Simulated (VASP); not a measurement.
Computed with PBE GGA, VASP's PBE PAW potentials (set 64) (plane waves; VASP).

The input files of a VASP run:

INCAR:
```
SYSTEM=ZnInGaO4
LASPH=.TRUE.
EDIFF=1E-6
LWAVE=.FALSE.
SIGMA=0.1
ISMEAR=-1   # Fermi-Dirac
ALGO=Normal
LCHARG=.FALSE.
NELM=100
LMAXMIX=4
GGA=PE
PREC=Accurate
ISIF=2
LREAL=.FALSE.   # projection in real space or not
ENCUT=240   # plane-wave cut-off (eV)
```

### POSCAR
```
ZnInGaO4
1
    1.6475000000     0.9511850000     8.6900000000
   -1.6475000000     0.9511850000     8.6900000000
    0.0000000000    -1.9023690000     8.6900000000
In Ga Zn O
1 1 1 4
Direct
  0.0000000000   0.0000000000   0.0000000000
  0.7829000000   0.7829000000   0.7829000000
  0.2171000000   0.2171000000   0.2171000000
  0.8718000000   0.8718000000   0.8718000000
  0.1282000000   0.1282000000   0.1282000000
  0.7072000000   0.7072000000   0.7072000000
  0.2928000000   0.2928000000   0.2928000000
```

**KPOINTS**
```
Automatic mesh
0
Gamma
8 8 8
0 0 0
```

POTCAR, in this order: In_d Ga_d Zn O (PBE.64 set). Program: vasp_std.

Output of the run:

**OUTCAR**
```
 ion  position               nearest neighbor table
   1  0.000  0.000  0.000-   6 2.18   6 2.18   7 2.18   7 2.18   6 2.18   7 2.18
   2  0.783  0.783  0.783-   5 1.93   5 1.93   5 1.93   6 1.97   4 2.32
   3  0.217  0.217  0.217-   4 1.93   4 1.93   4 1.93   7 1.97   5 2.32
   4  0.872  0.872  0.872-   3 1.93   3 1.93   3 1.93   2 2.32
   5  0.128  0.128  0.128-   2 1.93   2 1.93   2 1.93   3 2.32
   6  0.707  0.707  0.707-   2 1.97   1 2.18   1 2.18   1 2.18
   7  0.293  0.293  0.293-   3 1.97   1 2.18   1 2.18   1 2.18
  LATTYP: Found a trigonal (rhomboedric) cell.
 ALAT       =     8.8957916542
 COS(alpha) =     0.9314019600
 Subroutine PRICEL returns:
 Original cell was already a primitive cell.
 Subroutine GETGRP returns: Found  6 space group operations
The static configuration has the point symmetry C_3v.
The dynamic configuration has the point symmetry C_3v.
 Subroutine INISYM returns: Found  6 space group operations
 Subroutine IBZKPT returns following result:
 Found     65 irreducible k-points:

 Following reciprocal coordinates:
            Coordinates               Weight
  0.000000  0.000000  0.000000      1.000000
  0.125000  0.000000 -0.000000      6.000000
  0.250000  0.000000 -0.000000      6.000000
...
```

**OSZICAR**
```
       N       E                     dE             d eps       ncg     rms          rms(c)
DAV:   1     0.507958733799E+03    0.50796E+03   -0.19266E+04  5003   0.153E+03
DAV:   2     0.223278776690E+02   -0.48563E+03   -0.46602E+03  5445   0.423E+02
DAV:   3    -0.393122460399E+02   -0.61640E+02   -0.60652E+02  5337   0.153E+02
DAV:   4    -0.420181542377E+02   -0.27059E+01   -0.26890E+01  6287   0.340E+01
DAV:   5    -0.420823842014E+02   -0.64230E-01   -0.64182E-01  5829   0.480E+00    0.161E+01
DAV:   6    -0.388968246098E+02    0.31856E+01   -0.69812E+00  8827   0.458E+01    0.100E+01
DAV:   7    -0.386707410301E+02    0.22608E+00   -0.15109E+00  5771   0.789E+00    0.443E+00
DAV:   8    -0.385957547479E+02    0.74986E-01   -0.27733E-01  6495   0.431E+00    0.104E+00
DAV:   9    -0.385877265742E+02    0.80282E-02   -0.51031E-02  7847   0.269E+00    0.260E-01
DAV:  10    -0.385885910968E+02   -0.86452E-03   -0.73567E-03  5300   0.564E-01    0.145E-01
DAV:  11    -0.385888315016E+02   -0.24040E-03   -0.13606E-03  6821   0.289E-01    0.513E-02
DAV:  12    -0.385889858568E+02   -0.15436E-03   -0.29925E-04  5354   0.147E-01    0.186E-02
DAV:  13    -0.385890017758E+02   -0.15919E-04   -0.46299E-05  6159   0.596E-02    0.127E-02
DAV:  14    -0.385890031588E+02   -0.13829E-05   -0.84460E-06  5273   0.320E-02    0.832E-03
DAV:  15    -0.385890035866E+02   -0.42780E-06   -0.30954E-06  5574   0.121E-02
   1 F= -.38589004E+02 E0= -.38586131E+02  d E =-.574484E-02
```

### OUTCAR
```
------------------------ aborting loop because EDIFF is reached ----------------------------------------
  FORCE on cell =-STRESS in cart. coord.  units (eV):
  Direction    XX          YY          ZZ          XY          YZ          ZX
  --------------------------------------------------------------------------------------
  Total      -43.8336405    -43.8336496    -47.6973885      0.0000000     -0.0000018      0.0000000
  in kB     -859.5216755   -859.5218529   -935.2848360      0.0000000     -0.0000359      0.0000000
  external PRESSURE =    -884.7761215 kB  Pullay stress =       0.0000000 kB
  volume of cell :       81.71
      direct lattice vectors                 reciprocal lattice vectors
     1.647500000  0.951185000  8.690000000     0.303490137  0.175220094  0.038358259
    -1.647500000  0.951185000  8.690000000    -0.303490137  0.175220094  0.038358259
     0.000000000 -1.902369000  8.690000000     0.000000000 -0.350440188  0.038358280
 POSITION                                       TOTAL-FORCE (eV/Angst)
 -----------------------------------------------------------------------------------
      0.00000      0.00000      0.00000         0.000000     -0.000000     -1.520579
      0.00000      0.00000     20.41020         0.000000      0.000000      0.901381
      0.00000      0.00000      5.65980         0.000000      0.000000      0.186495
      0.00000      0.00000     22.72783         0.000000     -0.000000     -1.703865
      0.00000      0.00000      3.34217         0.000000     -0.000000     -1.352925
      0.00000      0.00000     18.43670         0.000000      0.000000      2.063506
      0.00000      0.00000      7.63330         0.000000      0.000000      1.425986
 -----------------------------------------------------------------------------------
    total drift:                               -0.000000     -0.000003     -0.002480
  FREE ENERGIE OF THE ION-ELECTRON SYSTEM (eV)
  ---------------------------------------------------
  free  energy   TOTEN  =       -38.5890035866 eV

  energy  without entropy=      -38.5832587421  energy(sigma->0) =      -38.58613116
```
(Selected blocks of OUTCAR.)

At this cut-off the stress carries a Pulay error, which pulls relaxed volumes low.

The structure was generated: ZnInGaO4 was put into an ordered model structure, which need not be its known phase. The cell was not relaxed at this level. The run is one of a series of settings (ENCUT = 240 against the base run), some of them coarse on purpose.
